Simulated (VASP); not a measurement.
Here is the system:

```yaml
crystal:
  lattice:
    - [4.64895, 0.00000, 0.00000]
    - [-2.32447, 4.02611, 0.00000]
    - [0.00000, 0.00000, 5.58155]
  atoms:
    - { symbol: K, position: [0.33333, 0.66667, 0.93916] }
    - { symbol: K, position: [0.66667, 0.33333, 0.43916] }
    - { symbol: H, position: [0.33333, 0.66667, 0.43584] }
    - { symbol: H, position: [0.66667, 0.33333, 0.93584] }
```

The numbers are results of PBEsol GGA, VASP's PBE PAW potentials (set 64) (plane waves; VASP), not measurements. Numerical set-up: 400 eV cut-off, Gaussian smearing of 0.050 eV, potentials K_sv H.

Problem. Give the energies of bands 9 to 13 at the high-symmetry points, in eV from the valence-band maximum.

Solution. 
```tsv
band	Γ	M	K	A	L	H
9	-1.76	-0.66	-0.35	-0.81	-0.08	0.00
10	-0.26	-0.19	-0.35	-0.81	-0.08	0.00
11	5.53	3.35	3.54	5.40	3.62	4.25
12	5.89	5.39	5.45	5.40	3.62	4.25
13	6.37	6.50	6.53	6.22	6.35	4.67
```

The gap is indirect, 3.35 eV, from the valence maximum at H to the conduction minimum at M.

The structure was generated: KH was put into the wurtzite type (P6_3mc), which need not be its known phase. It was relaxed first, which changed the volume by +32 %.
